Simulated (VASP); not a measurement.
Given:

```
CELL_PARAMETERS angstrom
      0.00000     2.80279     2.80279
      2.80279     0.00000     2.80279
      2.80279     2.80279     0.00000
ATOMIC_POSITIONS crystal
  Be 0.00000 0.00000 0.00000
  Te 0.25000 0.25000 0.25000
```

Level of theory: r2SCAN meta-GGA, VASP's PBE PAW potentials (set 64) (plane waves; VASP). Settings: 520 eV cut-off, 8×8×8 Γ-centred mesh, Gaussian smearing of 0.050 eV, potentials Be Te.

Unless said otherwise, spin-orbit coupling is left out, though it shifts the bands of the heavy elements here.

**Question.** Estimate the energy per atom (σ→0), pressure, band gap (on the k-mesh) with the smallest direct gap where there is one.

**Answer.** 
| Item | Value |
|---|---|
| band gap (on the k-mesh) | 2.30 eV |
| smallest direct gap (on the k-mesh) | 4.00 eV |
| energy per atom (σ→0) | -15338 meV/atom |
| pressure | 1.93 GPa |

Total energies compare only between runs with the same potentials, cut-off and functional.

The compound is BeTe in the zinc blende structure. This cell is one point of a volume scan, at 0.97 of the reference volume.
